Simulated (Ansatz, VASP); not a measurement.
**GaN in two plane-wave programs**

Wanted: the spread between two codes on one cell, functional and k mesh. The cell is taken from a series of runs on this material, whose earlier steps may have relaxed, scaled, displaced or heated it; both programs get it as it stands.

Program: Ansatz 0.2.0. Level of theory: plane waves, with VASP 6.6.1 beside it; single point at PBE. Results are calculated unless marked as measured.

## Step 1: Starting point

The structure is hexagonal, space group P6_3mc (No. 186). The conventional cell has a = 3.218 Å, b = 3.218 Å, c = 5.243 Å, α = 90.00°, β = 90.00°, γ = 120.00°. Nearest to Ga lie 4 N at 1.97 to 1.98 Å. N has 4 Ga at 1.97 to 1.98 Å nearest. Farther neighbours and most contacts between anions are not listed.

## Step 2: Ansatz: single point, PBE

Ansatz runs on its default PAW (the set named soft_2) files.

With cell and atoms fixed, the geometry can't cause a difference; cores, projectors, grids and the points listed under the comparison can.

Input file input.yaml:

```yaml
crystal:
  lattice:
    - [3.2183911654, 0.0, 0.0]
    - [-1.6091955827, 2.7872085085, 0.0]
    - [0.0, 0.0, 5.2428478794]
  atoms:
    - { symbol: Ga, position: [0.6666666667, 0.3333333333, -0.000864929] }
    - { symbol: Ga, position: [0.3333333333, 0.6666666667, 0.499135071] }
    - { symbol: "N", position: [0.6666666667, 0.3333333333, 0.375864929] }
    - { symbol: "N", position: [0.3333333333, 0.6666666667, 0.875864929] }
kpoints:
  mp_grid: { grid: [12, 12, 4] }
  band_path:
    path:
      - [[0.0, 0.0, 0.0], [0.5, 0.0, 0.0], [0.33333333, 0.33333333, 0.0], [0.0, 0.0, 0.0], [0.0, 0.0, 0.5], [0.5, 0.0, 0.5], [0.33333333, 0.33333333, 0.5], [0.0, 0.0, 0.5]]
      - [[0.5, 0.0, 0.5], [0.5, 0.0, 0.0]]
      - [[0.33333333, 0.33333333, 0.5], [0.33333333, 0.33333333, 0.0]]
    npoints: 10
hamiltonian:
  xc: pbe
scf:
  occupations: { method: fermi_dirac, width: 0.02 }
  n_extra_bands: 5
output:
  eigenvalues: true
```

The run is started by

```console
$ ansatz run input.yaml --threads 3 --pin off --max-ram 92160MiB --backend cuda --devices 1 --max-vram 13GiB --events-out ev --progress --plain --runs-dir out
```

Numbers of over 12 decimals in the logs are rounded to 6 here.

The program printed:

```text
scf.n_extra_bands = 5 over 18 filled bands (N_el = 36.0): the run solves 23 bands
GPUs: using 1 of 1 available (devices: 1).
Engine: ansatz 0.2.0, x86_64-unknown-linux-gnu
Pseudopotentials: kind: paw
Pseudopotential: Ga, paw, valence charge 13, recommended cutoff 420 eV (normal), Ga.paw.azcp
Pseudopotential: N, paw, valence charge 5, recommended cutoff 420 eV (normal), N.paw.azcp
Functional definition: PBE
  parameter kappa = 0.804
  parameter beta = 0.066725
  exchange = pbe_x(kappa = kappa, mu = beta*pi^2/3)
  correlation = pbe_c(beta = beta)
device memory: the entry about to start is reckoned to put 1.6 GiB on a device that reports 70.9 GiB free (of which the cap on the GPU budget leaves the run 13.0 GiB)
GPU FFT provider: cuFFT
GPU libraries: cuBLAS 13.8.2, cuFFT 12.4.0, cuSOLVER 12.3.4
Crystal: 4 atoms, lattice volume = 47.030 Å³
Basis set: ecut = 420 eV, 941 PW (Γ)
Bands: 23, of which v1, the nominal top of the filled ones, is band 18 counted from 1 (17 counted from 0)
Symmetry: 12 space group operations
Space group: P63mc (ITA 186), of the structure as read, at distance tolerance 3.6e-5 Å
k-points: 57 of 576 (time reversal used)
Non-local potential: Ga, projectors of the file, l = 0: 2, l = 1: 2, l = 2: 3, l = 3: 1
Non-local potential: N, projectors of the file, l = 0: 2, l = 1: 2, l = 2: 1
PAW form: soft (Blöchl's): semilocal exchange-correlation on the pseudo side does not see the compensation charge
PAW one-centre angular grid: Ga, 590 points (default); XC on 64 Gauss nodes
PAW one-centre angular grid: N, 110 points (default); XC on 64 Gauss nodes
Initial density: superposition of atomic densities (neutral atoms: chi_scale 0, normalization atom), corrected by the library's trained network
Initial wavefunctions: pseudopotential atomic-orbital guess
GPU buffer pool allocated for 20736 grid points (all kernels)
GPU transforms: local potential and band sums: pruned to the plane-wave sphere, on 24×24×36
Functional: x = pbe(κ = 0.804, μ = 0.219515), c = pbe(β = 0.066725)
SCF iter   1: F=—  HF=-8335.836499 eV  |F-HF|=—  |Δ(HF+E_count)|=         —  Δρ=8.86e-4  dr2=2.55e-4  ethr=1.77e-3  ⟨swp⟩=5.1  Hψ=5369  notcnv=0
preconditioner: auto → Resta (q_TF=auto, 2.609 Å⁻¹)  ε∞=4.7  [insulator: Δε(μ)=1.704 eV  Ē_g=17.001 eV  σ=0.020 eV  W_gap=1.00  n_scr=22 (ndim 8)  ℏωp=32.5 eV  f_vac=0.011  D(μ)=0.00/eV (n_scr^D=0)  ε∞_Penn≈4.7]
SCF iter   2: F=—  HF=-8335.837129 eV  |F-HF|=—  |Δ(HF+E_count)|=   6.31e-4  Δρ=3.92e-4  dr2=2.89e-5  ethr=7.08e-7  ⟨swp⟩=2.0  Hψ=2915  notcnv=0  defer=1
SCF iter   3: F=—  HF=-8335.837333 eV  |F-HF|=—  |Δ(HF+E_count)|=   2.04e-4  Δρ=1.93e-4  dr2=8.22e-6  ethr=8.04e-8  ⟨swp⟩=2.0  Hψ=2142  notcnv=0  defer=1
SCF iter   4: F=—  HF=-8335.837366 eV  |F-HF|=—  |Δ(HF+E_count)|=   3.22e-5  Δρ=5.86e-5  dr2=1.23e-6  ethr=2.28e-8  ⟨swp⟩=2.0  Hψ=2254  notcnv=0  defer=2
SCF iter   5: F=—  HF=-8335.837368 eV  |F-HF|=—  |Δ(HF+E_count)|=   2.81e-6  Δρ=2.11e-5  dr2=1.09e-7  ethr=3.41e-9  ⟨swp⟩=2.0  Hψ=2278  notcnv=0  defer=2
SCF iter   6: F=-8335.837369 eV  HF=-8335.837369 eV  |F-HF|=4.06e-9  |Δ(HF+E_count)|=   2.95e-7  Δρ=3.76e-6  dr2=5.62e-9  ethr=2.78e-10  ⟨swp⟩=4.5  Hψ=4108  notcnv=0
SCF 1 converged in 6 iterations: F = -8335.837369 eV  dr2 = 5.62e-9
  greatest PAW one-centre occupation: 0.995 electrons in one spin orbital (limit 2), on the Ga atom at site 0 (counted from 0), in its partial waves of l = 2
device memory: the entry about to start is reckoned to put 1.8 GiB on a device that reports 65.4 GiB free (of which the cap on the GPU budget leaves the run 13.0 GiB)
NSCF: frozen V_eff on 93 k-points, pencils in batches of 32, up to order 104
SCF converged after 6 iterations
Free energy (F): -8335.837369 eV
Harris-Foulkes:  -8335.837369 eV  (|F-HF|=4.06e-9)
Internal energy: -8335.837369 eV  (E = F + TS)
E sigma→0 (E₀):  -8335.837369 eV
Fermi energy:    10.126193 eV
--- Per-component energies (eV) ---
  E_band       = -24.073962
  E_kinetic    = 492.187152
  E_local      = -3949.596764  (includes V_loc(G=0)·N_el)
  E_nonlocal   = 948.674929
  E_hartree    = 1813.631915
  E_xc         = -256.804185
  E_vxc        = -267.227064  (∫ρ·V_xc dr)
  E_paw        = -4240.957251  (= ΣΔE_a)
  E_vpaw       = -875.376736  (= ΣTr[D̂ρ^β])
  E_aug_tail   = 0.000157  (compensation charges beyond the density's cutoff)
  E_ewald      = -3142.973321
  E_smearing   = -0.000000  (= −TS)
  E_closure    = 0.000000  (closes the sum)
  Σ components = -8335.837369   (vs F -8335.837369, Δ=0.00e0)
--- Band table (eV; the first three rows and the last of 57) ---
  k-point 0: bands = [... 14 lower, 8.2656, 9.2257, 9.2615, 9.2615, 10.9725, 13.3287, 18.2831, 18.9975, ... 1 higher]
  k-point 1: bands = [... 14 lower, 8.4053, 8.4053, 9.1099, 9.1099, 12.1963, 13.4340, 17.8977, 18.6281, ... 1 higher]
  k-point 2: bands = [... 14 lower, 8.7509, 8.7509, 8.7509, 8.7509, 13.3207, 13.3207, 17.5774, 17.5774, ... 1 higher]
  k-point 56: bands = [... 14 lower, 5.2248, 5.2248, 7.8426, 7.8426, 15.4904, 15.4904, 16.5107, 16.5107, ... 1 higher]
```

## Step 3: VASP: single point, PBE

The same cell, functional, mesh and smearing now go to VASP, with its own data sets.

Lines of VASP's logs that name or quote its potential files are left out, and so is its time.

Input file INCAR:

```
SYSTEM = GaN
PREC = Accurate
ENCUT = 520
EDIFF = 1E-06
NELM = 120
ISMEAR = -1
SIGMA = 0.02
LREAL = .FALSE.
ALGO = Normal
GGA = PE
NBANDS = 24
LORBIT = 11
LWAVE = .FALSE.
LCHARG = .FALSE.
ISIF = 2
LASPH = .TRUE.
GGA_COMPAT = .FALSE.
EFERMI = MIDGAP
```

Input file POSCAR:

```
GaN
1.0
    3.2183911654      0.0000000000      0.0000000000
   -1.6091955827      2.7872085085      0.0000000000
    0.0000000000      0.0000000000      5.2428478794
Ga N
2 2
Direct
    0.6666666666      0.3333333332      0.9991350710
    0.3333333332      0.6666666666      0.4991350710
    0.6666666666      0.3333333332      0.3758649290
    0.3333333332      0.6666666666      0.8758649290
```

Input file KPOINTS:

```
Automatic mesh
0
Gamma
12 12 4
0 0 0
```

The projector-augmented-wave data sets are Ga_d and N (PBE family, release 64).

The run is started by

```console
$ mpirun -np 1 vasp_std
```

The program printed:

```text
[banner, memory and clock lines left out]
running    1 mpi-ranks, on    1 nodes
 distrk:  each k-point on    1 cores,    1 groups
 distr:  one band on    1 cores,    1 groups

 POSCAR found type information on POSCAR GaN
 POSCAR found :  2 types and       4 ions
 LDA part: xc-table for (Slater+PW92), standard interpolation
 POSCAR, INCAR and KPOINTS ok, starting setup
 FFT: planning ... GRIDC
 FFT: planning ... GRID_SOFT
 FFT: planning ... GRID
 WAVECAR not read
 entering main loop
       N       E                     dE             d eps       ncg     rms          rms(c)
DAV:   1     0.277680174543E+03    0.27768E+03   -0.18283E+04  2928   0.278E+03
DAV:   2     0.662597202347E+01   -0.27105E+03   -0.25965E+03  3032   0.517E+02
DAV:   3    -0.270786903817E+02   -0.33705E+02   -0.33395E+02  3240   0.145E+02
DAV:   4    -0.282334721580E+02   -0.11548E+01   -0.11517E+01  3504   0.298E+01
DAV:   5    -0.282541515412E+02   -0.20679E-01   -0.20670E-01  3280   0.349E+00    0.108E+01
DAV:   6    -0.242401027197E+02    0.40140E+01   -0.12682E+01  4648   0.519E+01    0.307E+00
DAV:   7    -0.243464270890E+02   -0.10632E+00   -0.15191E+00  2912   0.100E+01    0.269E+00
DAV:   8    -0.243423329390E+02    0.40942E-02   -0.18843E-01  4440   0.603E+00    0.749E-01
DAV:   9    -0.243269705821E+02    0.15362E-01   -0.67869E-02  4648   0.432E+00    0.351E-01
DAV:  10    -0.243277693160E+02   -0.79873E-03   -0.42366E-03  2992   0.585E-01    0.768E-02
DAV:  11    -0.243276358004E+02    0.13352E-03   -0.13053E-03  4040   0.651E-01    0.438E-02
DAV:  12    -0.243276475423E+02   -0.11742E-04   -0.14337E-04  2936   0.854E-02    0.401E-02
DAV:  13    -0.243276440639E+02    0.34783E-05   -0.63407E-05  4248   0.880E-02    0.108E-02
DAV:  14    -0.243276445768E+02   -0.51287E-06   -0.10234E-05  3832   0.307E-02    0.208E-02
DAV:  15    -0.243276439262E+02    0.65061E-06   -0.95408E-07  2000   0.995E-03
   1 F= -.24327644E+02 E0= -.24327644E+02  d E =-.680223E-21
```

OUTCAR, selected parts (step 3):

```text
ion  position               nearest neighbor table
   1  0.667  0.333  0.999-   4 1.97   4 1.97   4 1.97   3 1.98
   2  0.333  0.667  0.499-   3 1.97   3 1.97   3 1.97   4 1.98
   3  0.667  0.333  0.376-   2 1.97   2 1.97   2 1.97   1 1.98
   4  0.333  0.667  0.876-   1 1.97   1 1.97   1 1.97   2 1.98

  LATTYP: Found a hexagonal cell.
 ALAT       =     3.2183911654
 C/A-ratio  =     1.6290275513

 Subroutine GETGRP returns: Found 12 space group operations
 (whereof  6 operations were pure point group operations)

The static configuration has the point symmetry C_3v.
 The point group associated with its full space group is C_6v.

 Found     57 irreducible k-points:

   k-points           NKPTS =     57   k-points in BZ     NKDIM =     57   number of bands    NBANDS=     24

   dimension x,y,z NGX =    24 NGY =   24 NGZ =   40
   dimension x,y,z NGXF=    48 NGYF=   48 NGZF=   80

   ENCUT  =  520.0 eV  38.22 Ry    6.18 a.u.   5.98  5.98  9.75*2*pi/ulx,y,z

   NELECT =      36.0000    total number of electrons

 k-points in reciprocal lattice and weights: Automatic mesh
   0.00000000  0.00000000  0.00000000       0.002
   0.08333333  0.00000000  0.00000000       0.010
   0.16666667  0.00000000  0.00000000       0.010
   0.25000000  0.00000000  0.00000000       0.010
   0.33333333  0.00000000  0.00000000       0.010
   0.41666667 -0.00000000  0.00000000       0.010
   0.50000000  0.00000000  0.00000000       0.005
   0.08333333  0.08333333  0.00000000       0.010
   0.16666667  0.08333333  0.00000000       0.021
[...]
0.33333333  0.25000000  0.50000000       0.021
   0.33333333  0.33333333  0.50000000       0.003

 average (electrostatic) potential at core
       1 -63.8104       2 -63.8104       3 -62.3457       4 -62.3457

 E-fermi :   5.8670

 k-point     1 :       0.0000    0.0000    0.0000
  band No.  band energies     occupation
    ...
     14       4.0124      2.00000
     15       4.0124      2.00000
     16       4.9726      2.00000
     17       5.0085      2.00000
     18       5.0085      2.00000
     19       6.7254      0.00000
     20       9.0745      0.00000
     21      14.0325      0.00000
     22      14.7381      0.00000
     23      14.7381      0.00000
    ...

 k-point     2 :       0.0833    0.0000    0.0000
  band No.  band energies     occupation
    ...
     14       3.5046      2.00000
     15       3.8724      2.00000
     16       4.3626      2.00000
     17       4.9080      2.00000
     18       4.9484      2.00000
     19       7.3233      0.00000
     20       9.5096      0.00000
     21      13.8613      0.00000
     22      14.2539      0.00000
     23      14.9131      0.00000
    ...

 k-point     3 :       0.1667    0.0000    0.0000
  band No.  band energies     occupation
    ...
     14       2.3641      2.00000
     15       3.2752      2.00000
     16       3.5233      2.00000
     17       4.6994      2.00000
     18       4.7742      2.00000
     19       8.2685      0.00000
     20      10.3457      0.00000
     21      13.0377      0.00000
     22      13.7964      0.00000
     23      15.2268      0.00000
    ...

  Total        0.0340973      0.0340973      0.0465521      0.0000000      0.0000000     -0.0000000
  in kB        1.1615948      1.1615948      1.5858958      0.0000000      0.0000000     -0.0000000
  external PRESSURE =       1.3030285 kB  Pullay stress =       0.0000000 kB

  energy-cutoff  :      520.00
  volume of cell :       47.03
      direct lattice vectors                 reciprocal lattice vectors
     3.218391165  0.000000000  0.000000000     0.310714251  0.179390956  0.000000000
    -1.609195583  2.787208509  0.000000000     0.000000000  0.358781913  0.000000000
     0.000000000  0.000000000  5.242847879     0.000000000  0.000000000  0.190736032

 POSITION                                       TOTAL-FORCE (eV/Angst)
 -----------------------------------------------------------------------------------
      1.60920      0.92907      5.23831         0.000000      0.000000     -0.000303
     -0.00000      1.85814      2.61689        -0.000000     -0.000000     -0.000303
      1.60920      0.92907      1.97060        -0.000000     -0.000000      0.000303
     -0.00000      1.85814      4.59203         0.000000     -0.000000      0.000303
 -----------------------------------------------------------------------------------
    total drift:                               -0.000000     -0.000000     -0.001073

  FREE ENERGIE OF THE ION-ELECTRON SYSTEM (eV)
  ---------------------------------------------------
  free  energy   TOTEN  =       -24.3276439262 eV

  energy  without entropy=      -24.3276439262  energy(sigma->0) =      -24.32764393

 total charge
# of ion       s       p       d       tot
------------------------------------------
    1        0.783   0.862  10.162  11.807
    2        0.783   0.862  10.162  11.807
    3        1.225   2.500   0.000   3.725
    4        1.225   2.500   0.000   3.725
--------------------------------------------------
tot          4.015   6.725  20.325  31.065

[... 3 further parts left out ...]
```

The run ends at a pressure of 0.13 GPa, with forces up to 3.0e-4 eV/Å.

## Step 4: Comparison

Known differences besides the potentials themselves: the cutoff is 420 eV in Ansatz and 520 eV in VASP. Total energies have different zeros and are not compared.

The two programs side by side:

```
              quantity  Ansatz   VASP  difference
gap on the k mesh (eV)   1.711  1.717      -0.006
```

A gap on the mesh is an upper bound, since the band edges may lie between its points.

## Step 5: What came out

```yaml
difference_in_gap_on_the_k_mesh_single_point_pbe: -0.0060 eV
```

In words: The difference in gap on the k mesh is -0.0060 eV (single point, PBE), within the 0.08 eV picked in this series as the mark of a large difference. Such differences can come from data sets, numerical settings and the points named under the comparisons, not from the functional's error against experiment.

[Lines on the potential files, build, host, timing and source positions are cut from VASP's logs without a mark.]

[Logs are printed without paths, hosts, clocks, repeated set-up lines and the standing remarks that a program may print on its own settings, such as how far it seeks lower states.]

[Hosts, paths, dates, database ids (printed as entryN), source tags and the programs' standing remarks are cut or masked in the printed files.]
